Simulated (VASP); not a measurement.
Energy against volume of Li2O (antifluorite). Method: TPSS meta-GGA, VASP's PBE PAW potentials (set 64) (plane waves; VASP). Settings: 520 eV cut-off, 8×8×8 Γ-centred mesh, Gaussian smearing of 0.050 eV, potentials Li_sv O.

```
V (Å³/atom)  E (eV/atom)
-----------  -----------
7.624           -6.03382
7.868           -6.04250
8.111           -6.04662
8.354           -6.04669
```

Fit these four points and predict the energy of the run at 8.598 Å³/atom.

A cubic in V^(−2/3), the third-order Birch-Murnaghan form, passes through the four points with V0 = 8.24 Å³/atom and B0 = 85 GPa, and gives -6.0431 eV/atom there. The run gave -6.0437 eV/atom, -0.6 meV/atom from the fit; all five points give B0 = 77 GPa.

The compound is Li2O in the antifluorite structure. It was relaxed first.
